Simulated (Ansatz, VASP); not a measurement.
**Cross-check of Re (Rhenium) between VASP and Ansatz**

Aim: how closely do two programs agree when they are given the same cell, functional and k mesh? The cell is taken from a series of runs on this material, whose earlier steps may have relaxed, scaled, displaced or heated it; both programs get it as it stands.

Main program and level: Ansatz 0.2.0; plane waves, with VASP 6.6.1 beside it; zone-centre phonons at LDA.

## 1. Starting point

Symmetry: P6_3/mmc, No. 194, hexagonal system. The conventional cell has a = 2.681 Å, b = 2.681 Å, c = 4.328 Å, α = 90.00°, β = 90.00°, γ = 120.00°. Nearest to Re lie 12 Re at 2.66 to 2.68 Å.

## 2. VASP: zone-centre phonons, LDA

Second derivatives magnify differences that forces hide, and they need a tight electronic threshold.

Lines of VASP's logs that name or quote its potential files are left out, and so is its time.

Input file INCAR:

```
SYSTEM = Re
PREC = Accurate
ENCUT = 600
EDIFF = 1E-08
NELM = 120
ISMEAR = 1
SIGMA = 0.2
LREAL = .FALSE.
ALGO = Normal
GGA = PW92
NBANDS = 13
LASPH = .TRUE.
LORBIT = 11
LWAVE = .FALSE.
LCHARG = .FALSE.
ISIF = 2
IBRION = 8
GGA_COMPAT = .FALSE.
KPAR = 2
```

Input file POSCAR:

```
Re
1.0
    2.6811290206      0.0000000000      0.0000000000
   -1.3405645103      2.3219258427      0.0000000000
    0.0000000000      0.0000000000      4.3277079376
Re
2
Direct
    0.3333333334      0.6666666668      0.2500000000
    0.6666666668      0.3333333334      0.7500000000
```

Input file KPOINTS:

```
Automatic mesh
0
Gamma
18 18 12
0 0 0
```

PAW data sets: Re (LDA family, release 64).

Command:

```bash
$ mpirun -np 2 vasp_std
```

Numbers of over 12 decimals in the logs are rounded to 6 here.

Output:

```text
[banner, memory and clock lines left out]
running    2 mpi-ranks, on    1 nodes
 distrk:  each k-point on    1 cores,    2 groups
 distr:  one band on    1 cores,    1 groups

 POSCAR found type information on POSCAR Re
 POSCAR found :  1 types and       2 ions
|                                                                             |
|               ----> ADVICE to this user running VASP <----                  |
|                                                                             |
|     You enforced a specific xc type in the INCAR file but a different       |
|     [... a line on the potential file left out ...]
|     I HOPE YOU KNOW WHAT YOU ARE DOING!                                     |
|                                                                             |

 LDA part: xc-table for (Slater(with rela. corr.)+PW92), standard interpolation
 POSCAR, INCAR and KPOINTS ok, starting setup
 FFT: planning ... GRIDC
 FFT: planning ... GRID_SOFT
 FFT: planning ... GRID
 WAVECAR not read
 entering main loop
       N       E                     dE             d eps       ncg     rms          rms(c)
DAV:   1     0.129277575055E+03    0.12928E+03   -0.64894E+03  7297   0.125E+03
DAV:   2    -0.197556070140E+02   -0.14903E+03   -0.13116E+03 10562   0.460E+02
DAV:   3    -0.284906759791E+02   -0.87351E+01   -0.76622E+01 11174   0.151E+02
DAV:   4    -0.286749655995E+02   -0.18429E+00   -0.17794E+00 11099   0.130E+01
DAV:   5    -0.286761035386E+02   -0.11379E-02   -0.11357E-02 11004   0.162E+00    0.499E+01
DAV:   6    -0.277155143888E+02    0.96059E+00   -0.65888E-01 11520   0.136E+01    0.232E+01
DAV:   7    -0.273647330245E+02    0.35078E+00   -0.53518E-01 11514   0.118E+01    0.581E-01
DAV:   8    -0.273566440847E+02    0.80889E-02   -0.45771E-03 10590   0.660E-01    0.141E-01
DAV:   9    -0.273555478484E+02    0.10962E-02   -0.53704E-04 10167   0.251E-01    0.481E-02
DAV:  10    -0.273555607351E+02   -0.12887E-04   -0.51801E-05 11170   0.635E-02    0.217E-02
DAV:  11    -0.273555590842E+02    0.16509E-05   -0.68917E-07 11112   0.158E-02    0.155E-03
DAV:  12    -0.273555590481E+02    0.36177E-07   -0.19905E-08  8377   0.175E-03    0.936E-04
DAV:  13    -0.273555590463E+02    0.17774E-08   -0.25799E-09  5867   0.113E-03
   1 F= -.27355559E+02 E0= -.27355758E+02  d E =0.595750E-03
 Linear response reoptimize wavefunctions to high precision
DAV:   1    -0.273555590463E+02   -0.62755E-10   -0.25651E-09  7826   0.721E-04
DAV:   2    -0.273555590464E+02   -0.32287E-10   -0.24843E-10  5387   0.350E-04
 Linear response DOF=           2
 Linear response progress:
  Degree of freedom:   1/  2
       N       E                     dE             d eps       ncg     rms          rms(c)
RMM:   1    -0.911794168454E-01   -0.91179E-01    0.48109E-02 30758   0.230E+01
RMM:   2    -0.143978126241E+00   -0.52799E-01   -0.51820E-02 50509   0.215E+00    0.127E-01
RMM:   3    -0.144066797711E+00   -0.88671E-04   -0.39640E-03 55998   0.470E-01    0.897E-02
RMM:   4    -0.143404613096E+00    0.66218E-03   -0.69025E-04 51841   0.233E-01    0.147E-02
RMM:   5    -0.143451093749E+00   -0.46481E-04   -0.33240E-05 53955   0.577E-02    0.869E-03
RMM:   6    -0.143467799792E+00   -0.16706E-04   -0.43860E-06 54619   0.172E-02    0.428E-03
RMM:   7    -0.143473365997E+00   -0.55662E-05   -0.62769E-07 52589   0.709E-03    0.162E-03
RMM:   8    -0.143474736076E+00   -0.13701E-05   -0.14739E-07 56541   0.317E-03    0.459E-04
RMM:   9    -0.143473872950E+00    0.86313E-06    0.80445E-08 57014   0.109E-03    0.844E-05
RMM:  10    -0.143473867006E+00    0.59444E-08   -0.10162E-07 58049   0.574E-04    0.247E-05
RMM:  11    -0.143473906890E+00   -0.39885E-07   -0.47544E-08 58913   0.426E-04    0.133E-05
RMM:  12    -0.143473901685E+00    0.52054E-08   -0.66267E-08 57622   0.396E-04    0.392E-06
 first order change of Fermi-energy  -0.19618E-04
 force on displaced ion       1 direction 1 :  -6.062   0.001   0.000
 Linear response progress:
  Degree of freedom:   2/  2
       N       E                     dE             d eps       ncg     rms          rms(c)
RMM:   1    -0.132068253755E+00   -0.13207E+00    0.47341E-02 10721   0.242E+01
RMM:   2    -0.189054465903E+00   -0.56986E-01   -0.46839E-02 15911   0.241E+00    0.207E-01
RMM:   3    -0.190419972937E+00   -0.13655E-02   -0.17145E-02 18622   0.864E-01    0.117E-01
RMM:   4    -0.190046197203E+00    0.37378E-03   -0.58237E-05 18481   0.189E-01    0.712E-02
RMM:   5    -0.190379528480E+00   -0.33333E-03    0.66127E-08 18687   0.137E-01    0.112E-02
RMM:   6    -0.190413255012E+00   -0.33727E-04   -0.15826E-04 17870   0.375E-02    0.682E-03
RMM:   7    -0.190380738720E+00    0.32516E-04    0.13250E-04 18028   0.160E-02    0.330E-03
RMM:   8    -0.190399820963E+00   -0.19082E-04    0.54109E-05 18427   0.977E-03    0.955E-04
RMM:   9    -0.190403409812E+00   -0.35888E-05    0.16721E-05 18108   0.369E-03    0.152E-04
RMM:  10    -0.190404598802E+00   -0.11890E-05   -0.61261E-06 19772   0.137E-03    0.660E-05
RMM:  11    -0.190403799719E+00    0.79908E-06    0.21470E-06 18453   0.672E-04    0.103E-05
RMM:  12    -0.190403926392E+00   -0.12667E-06    0.12842E-06 20387   0.468E-04    0.641E-06
RMM:  13    -0.190404011896E+00   -0.85504E-07   -0.21903E-08 20166   0.420E-04    0.219E-06
RMM:  14    -0.190403987115E+00    0.24781E-07    0.22407E-07 20774   0.410E-04    0.109E-06
RMM:  15    -0.190403988091E+00   -0.97574E-09    0.18681E-07 22404   0.410E-04    0.534E-07
RMM:  16    -0.190403990476E+00   -0.23854E-08    0.17795E-07 22212   0.410E-04    0.141E-07
RMM:  17    -0.190403988727E+00    0.17495E-08    0.18351E-07 21187   0.410E-04    0.461E-08
 first order change of Fermi-energy   0.76985E-04
 force on displaced ion       1 direction 3 :  -0.000   0.000  -7.417
 Linear response finished
```

Parts of OUTCAR (step 2):

```text
ion  position               nearest neighbor table
   1  0.333  0.667  0.250-   2 2.66   2 2.66   2 2.66   2 2.66   2 2.66   2 2.66
   2  0.667  0.333  0.750-   1 2.66   1 2.66   1 2.66   1 2.66   1 2.66   1 2.66

  LATTYP: Found a hexagonal cell.
 ALAT       =     2.6811290206
 C/A-ratio  =     1.6141363971

 Subroutine GETGRP returns: Found 24 space group operations
 (whereof 12 operations were pure point group operations)

The static configuration has the point symmetry D_3d.
 The point group associated with its full space group is D_6h.

 Found    259 irreducible k-points:

   k-points           NKPTS =    259   k-points in BZ     NKDIM =    259   number of bands    NBANDS=     13

   dimension x,y,z NGX =    24 NGY =   24 NGZ =   36
   dimension x,y,z NGXF=    48 NGYF=   48 NGZF=   72

   ENCUT  =  600.0 eV  44.10 Ry    6.64 a.u.   5.35  5.35  8.64*2*pi/ulx,y,z

   NELECT =      14.0000    total number of electrons

 k-points in reciprocal lattice and weights: Automatic mesh
   0.00000000  0.00000000  0.00000000       0.000
   0.05555556  0.00000000  0.00000000       0.002
   0.11111111  0.00000000  0.00000000       0.002
   0.16666667 -0.00000000  0.00000000       0.002
   0.22222222 -0.00000000  0.00000000       0.002
   0.27777778  0.00000000  0.00000000       0.002
   0.33333333  0.00000000  0.00000000       0.002
   0.38888889  0.00000000  0.00000000       0.002
   0.44444444 -0.00000000  0.00000000       0.002
[...]
0.33333333  0.27777778  0.50000000       0.003
   0.33333333  0.33333333  0.50000000       0.001

 average (electrostatic) potential at core
       1 -38.1024       2 -38.1024

  Total        5.2134437      5.2134437      5.1823429      0.0000000      0.0000000      0.0000000
  in kB      310.0353907    310.0353907    308.1858722      0.0000000      0.0000000      0.0000000
  external PRESSURE =     309.4188845 kB  Pullay stress =       0.0000000 kB

  energy-cutoff  :      600.00
  volume of cell :       26.94
      direct lattice vectors                 reciprocal lattice vectors
     2.681129021  0.000000000  0.000000000     0.372977202  0.215338488  0.000000000
    -1.340564510  2.321925843  0.000000000     0.000000000  0.430676976  0.000000000
     0.000000000  0.000000000  4.327707938     0.000000000  0.000000000  0.231069197

 POSITION                                       TOTAL-FORCE (eV/Angst)
 -----------------------------------------------------------------------------------
      0.00000      1.54795      1.08193         0.000000      0.000000      0.000000
      1.34056      0.77398      3.24578        -0.000000     -0.000000      0.000000
 -----------------------------------------------------------------------------------
    total drift:                               -0.000000     -0.000000      0.000000

 Eigenvectors and eigenvalues of the dynamical matrix
 ----------------------------------------------------

   1 f  =    4.412404 THz    27.723950 2PiTHz  147.181946 cm-1    18.248227 meV
             X         Y         Z           dx          dy          dz
      0.000000  1.547951  1.081927     0.000000    0.000000    0.707107
      1.340565  0.773975  3.245781    -0.000000    0.000000   -0.707107

   2 f  =    3.989265 THz    25.065289 2PiTHz  133.067543 cm-1    16.498265 meV
             X         Y         Z           dx          dy          dz
      0.000000  1.547951  1.081927    -0.000000    0.707107    0.000000
      1.340565  0.773975  3.245781    -0.000000   -0.707107   -0.000000

   3 f  =    3.989265 THz    25.065289 2PiTHz  133.067543 cm-1    16.498265 meV
             X         Y         Z           dx          dy          dz
      0.000000  1.547951  1.081927    -0.707107    0.000000   -0.000000
      1.340565  0.773975  3.245781     0.707107   -0.000000   -0.000000

   4 f  =    0.000000 THz     0.000000 2PiTHz    0.000001 cm-1     0.000000 meV
             X         Y         Z           dx          dy          dz
      0.000000  1.547951  1.081927     0.700255   -0.097909   -0.007530
      1.340565  0.773975  3.245781     0.700255   -0.097909   -0.007530

   5 f/i=    0.000000 THz     0.000000 2PiTHz    0.000002 cm-1     0.000000 meV
             X         Y         Z           dx          dy          dz
      0.000000  1.547951  1.081927     0.055064    0.346614    0.613862
      1.340565  0.773975  3.245781     0.055064    0.346614    0.613862

   6 f/i=    0.000000 THz     0.000000 2PiTHz    0.000002 cm-1     0.000000 meV
             X         Y         Z           dx          dy          dz
      0.000000  1.547951  1.081927     0.081307    0.608500   -0.350880
      1.340565  0.773975  3.245781     0.081307    0.608500   -0.350880

 ELASTIC MODULI CONTR FROM IONIC RELAXATION (kBar)
 Direction    XX          YY          ZZ          XY          YZ          ZX
 --------------------------------------------------------------------------------
 XX        -256.1008    256.1008      0.0000     -0.0000      0.0000      0.0000
 YY         256.1008   -256.1008     -0.0000      0.0000     -0.0000      0.0000
 ZZ           0.0000     -0.0000     -0.0000      0.0000     -0.0000      0.0000
 XY          -0.0000      0.0000      0.0000   -256.1008     -0.0000      0.0000
 YZ           0.0000     -0.0000     -0.0000     -0.0000     -0.0000      0.0000
 ZX           0.0000      0.0000      0.0000      0.0000      0.0000      0.0000
 --------------------------------------------------------------------------------
```

Energies printed during the response cycles are not total energies of the cell. The data set Re keeps the semicore shell frozen, which is cheaper and a little less accurate.

## 3. Ansatz: zone-centre phonons, LDA

Ansatz runs on its PAW soft_1 files.

The same cell, functional (in two slightly different forms), mesh and smearing now go to Ansatz, which takes its cutoff from its data sets.

Input file input.yaml:

```yaml
crystal:
  lattice:
    - [2.6811290206, 0.0, 0.0]
    - [-1.3405645103, 2.3219258427, 0.0]
    - [0.0, 0.0, 4.3277079376]
  atoms:
    - { symbol: Re, position: [0.3333333333, 0.6666666667, 0.25] }
    - { symbol: Re, position: [0.6666666667, 0.3333333333, 0.75] }
kpoints:
  mp_grid: { grid: [18, 18, 12] }
hamiltonian:
  xc: lda
  pseudopotentials: { kind: paw, azcp: { folder: soft_1 }, xc_functional: pbe }
scf:
  occupations: { method: methfessel_paxton, width: 0.2 }
output:
  eigenvalues: true
phonons:
  method: dfpt
```

Command:

```bash
$ ansatz run input.yaml --threads 4 --pin off --max-ram 10240MiB --backend cpu --events-out ev --progress --plain --runs-dir out
```

Output:

```text
zone centre: on kpoints.mp_grid the ground state, and the responses unless they are solved on pairs of k-points, stand on 637 of the mesh's 3888 k-points, reduced under 4 symmetry operations, with k and −k counted as one. Each operation leaves every solved displacement unchanged or reverses it
Engine: ansatz 0.2.0, aarch64-unknown-linux-gnu
Pseudopotentials: kind: paw
Pseudopotential: Re, paw, valence charge 15, recommended cutoff 420 eV (normal), soft_1/Re.paw.azcp
Functional definition: SPW92
  exchange = slater_x
  correlation = pw_c
Crystal: 2 atoms, lattice volume = 26.942 Å³
Basis set: ecut = 420 eV, 537 PW (Γ), exchange–correlation on 36×36×60 points (8 copies of the dense FFT grid, shifted against one another)
Bands: 19, of which v1, the nominal top of the filled ones, is band 15 counted from 1 (14 counted from 0)
Symmetry: 24 space group operations
k-points: 637 of 3888 (irreducible under 4 space group operations, time reversal used)
Non-local potential: Re, projectors of the file, l = 0: 3, l = 1: 2, l = 2: 2, l = 3: 1
PAW form: soft (Blöchl's): semilocal exchange-correlation on the pseudo side does not see the compensation charge
PAW frozen core: Re, regenerated for the run's functional, and the local potential with it (the file was generated under x = pbe(κ = 0.804, μ = 0.219515), c = pbe(β = 0.066725))
PAW one-centre angular grid: Re, 590 points (default); XC on 64 Gauss nodes
Initial density: superposition of atomic densities (chi_scale 0.1, normalization cell)
Initial wavefunctions: pseudopotential atomic-orbital guess
Functional: x = slater, c = lda
SCF iter   1: F=—  HF=-21217.343753 eV  |F-HF|=—  |Δ(HF+E_count)|=         —  Δρ=5.81e-2  dr2=7.66e-1  ethr=3.10e-3  ⟨swp⟩=4.7  Hψ=48519  notcnv=0
preconditioner: auto → none  [metal: Δε(μ)=0.007 eV  Ē_g=7.029 eV  σ=0.200 eV  W_gap=0.03  n_scr=8 (ndim 8)  ℏωp=26.8 eV  f_vac=0.000  D(μ)=1.39/eV (n_scr^D=10)  sad-step TF]
SCF iter   2: F=—  HF=-21217.116633 eV  |F-HF|=—  |Δ(HF+E_count)|=   2.27e-1  S|Δr|=    0.00e0  Δρ=3.36e-2  dr2=2.47e-1  ethr=2.55e-3  ⟨swp⟩=2.0  Hψ=19421  notcnv=0  defer=18
SCF iter   3: F=—  HF=-21217.014286 eV  |F-HF|=—  |Δ(HF+E_count)|=   1.02e-1  S|Δr|=    0.00e0  Δρ=1.48e-3  dr2=2.47e-4  ethr=8.22e-4  ⟨swp⟩=3.0  Hψ=23389  notcnv=0  defer=18
SCF iter   4: F=—  HF=-21217.014404 eV  |F-HF|=—  |Δ(HF+E_count)|=   1.18e-4  S|Δr|=    0.00e0  Δρ=1.74e-4  dr2=9.12e-6  ethr=8.22e-7  ⟨swp⟩=2.0  Hψ=16849  notcnv=0  defer=18
SCF iter   5: F=—  HF=-21217.014401 eV  |F-HF|=—  |Δ(HF+E_count)|=   3.37e-6  S|Δr|=    0.00e0  Δρ=2.50e-5  dr2=1.23e-7  ethr=3.04e-8  ⟨swp⟩=2.0  Hψ=16608  notcnv=0  defer=18
SCF iter   6: F=—  HF=-21217.014401 eV  |F-HF|=—  |Δ(HF+E_count)|=   2.85e-7  S|Δr|=    0.00e0  Δρ=5.51e-6  dr2=6.33e-9  ethr=4.11e-10  ⟨swp⟩=2.2  Hψ=18349  notcnv=0  defer=18
SCF iter   7: F=—  HF=-21217.014401 eV  |F-HF|=—  |Δ(HF+E_count)|=   1.61e-9  S|Δr|=    0.00e0  Δρ=1.08e-6  dr2=2.10e-10  ethr=2.11e-11  ⟨swp⟩=2.8  Hψ=21627  notcnv=0  defer=18
SCF iter   8: F=-21217.014401 eV  HF=-21217.014401 eV  |F-HF|=7.28e-12  |Δ(HF+E_count)|=  5.09e-11  S|Δr|=    0.00e0  Δρ=8.51e-8  dr2=7.49e-13  ethr=1.00e-12  ⟨swp⟩=6.1  Hψ=50822  notcnv=0
SCF 1 converged in 8 iterations: F = -21217.014401 eV  dr2 = 7.49e-13
  greatest PAW one-centre occupation: 0.999 electrons in one spin orbital (limit 2), on the Re atom at site 1 (counted from 0), in its partial waves of l = 0
DFPT response loops at Γ: preconditioner auto → Kerker (q_TF=auto, 2.778 Å⁻¹) (partly filled bands, converged f_vac=0.000); β = 1.00, the filter's whole step (`scf.mixing.beta` (0.50) is not read by the response loops under this deck's `scf.mixing.preconditioner`; to damp them name `kerker` or `kerker_dos`, under which they read `scf.mixing.beta`, and type it under 1.00, their step now; both keys bind the ground state too); Broyden in place of MSR1
SCF converged after 8 iterations
Stability not checked: this state was not tested for a lower state beside it, because cold or Methfessel-Paxton smearing, or corrected tetrahedra, fill the levels in a way that the test cannot read (fill_not_monotonic; see scf.lower_state_search)
Free energy (F): -21217.014401 eV
Harris-Foulkes:  -21217.014401 eV  (|F-HF|=7.28e-12)
Internal energy: -21217.015120 eV  (E = F + TS)
E sigma→0 (E₀):  -21217.014581 eV
Entropy (-TS):   0.000719 eV (0.360 meV/atom)
Fermi energy:    26.225044 eV
--- Per-component energies (eV) ---
  E_band       = -79.163437
  E_kinetic    = 1059.069637
  E_local      = -1411.204637  (includes V_loc(G=0)·N_el)
  E_nonlocal   = 172.809049
  E_hartree    = 501.036078
  E_xc         = -712.589644
  E_vxc        = -586.554821  (∫ρ·V_xc dr)
  E_paw        = -16894.157076  (= ΣΔE_a)
  E_vpaw       = -315.354956  (= ΣTr[D̂ρ^β])
  E_aug_tail   = 0.000115  (compensation charges beyond the density's cutoff)
  E_ewald      = -3932.616981
  E_core_change = 0.638340  (= ΣΔE_core)
  E_smearing   = 0.000719  (= −TS)
  E_closure    = -0.000000  (closes the sum)
  Σ components = -21217.014401   (vs F -21217.014401, Δ=0.00e0)
--- Band table (eV; the first three rows and the last of 637) ---
  k-point 0: bands = [... 11 lower, 24.3868, 24.4063, 25.3494, 25.3494, 26.3914, 26.3914, 27.2148, 29.9938]
  k-point 1: bands = [... 11 lower, 24.3371, 24.3499, 25.2876, 25.2876, 26.5291, 26.5291, 26.9439, 30.0119]
  k-point 2: bands = [... 11 lower, 24.2316, 24.2316, 25.1204, 25.1204, 26.2517, 26.8937, 26.8937, 30.0386]
  k-point 636: bands = [... 11 lower, 22.5981, 23.9337, 23.9337, 25.9690, 25.9690, 30.7365, 30.7365, 33.4141]
--- Phonons (Γ-DFPT): 2 representative perturbations + reference, on 637 of 3888 k-points (Σ response iterations 5) ---
  k mesh reduced under 4 symmetry operations, with k and −k counted as one. Each operation leaves every solved displacement unchanged or reverses it
  ASR residual: 1.431e-4 → 0.000e0 eV/Å²; symmetrization residual: 2.274e-13 eV/Å²
  ASR residual per site (eV/Å²): 1.43e-4 1.43e-4
  Γ frequencies (cm⁻¹): 0.00 0.00 0.00 134.64 134.64 151.45
  non-analytic LO–TO correction: not included (Born effective charges unavailable; polar crystals: no LO–TO splitting at Γ)
```

## 4. Side by side

Known differences besides the potentials themselves: the data sets hold 30 valence electrons in Ansatz (on its PAW soft_1 files) and 14 in VASP; the cutoff is 420 eV in Ansatz and 600 eV in VASP; VASP's log shows a relativistic correction to its local exchange, Ansatz's none. Total energies have different zeros and are not compared.

Compared:

```csv
quantity,Ansatz,VASP,difference
optical mode 1 to 2 (cm⁻¹),134.6,133.1,+1.18 %
optical mode 3 (cm⁻¹),151.4,147.2,+2.90 %
```

Modes are paired by rising frequency, not by their patterns, so a pair may set unlike modes beside each other; they are those without the splitting of longitudinal modes.

## 5. What came out

```
r.m.s. difference of the optical zone-centre modes, each program's sorted by frequency (zone-centre phonons, LDA) : 2.8 cm⁻¹
difference in optical mode 3 (zone-centre phonons, LDA)                                                           : +2.9 %
```

What this shows: The r.m.s. difference of the optical zone-centre modes, each program's sorted by frequency is 2.8 cm⁻¹ (zone-centre phonons, LDA). The data sets hold unlike numbers of valence electrons (30 in Ansatz and 14 in VASP), so part of the differences comes from the potentials. Among the rows given in per cent, the largest difference of the zone-centre phonons, LDA pair is in optical mode 3, +2.9 %. How closely two codes agree says nothing of how well the functional describes the real material.

[Lines on the potential files, build, host, timing and source positions are cut from VASP's logs without a mark.]

[Logs are printed without paths, hosts, clocks, repeated set-up lines and the standing remarks that a program may print on its own settings, such as how far it seeks lower states.]

[Hosts, paths, dates, database ids (printed as entryN), source tags and the programs' standing remarks are cut or masked in the printed files.]
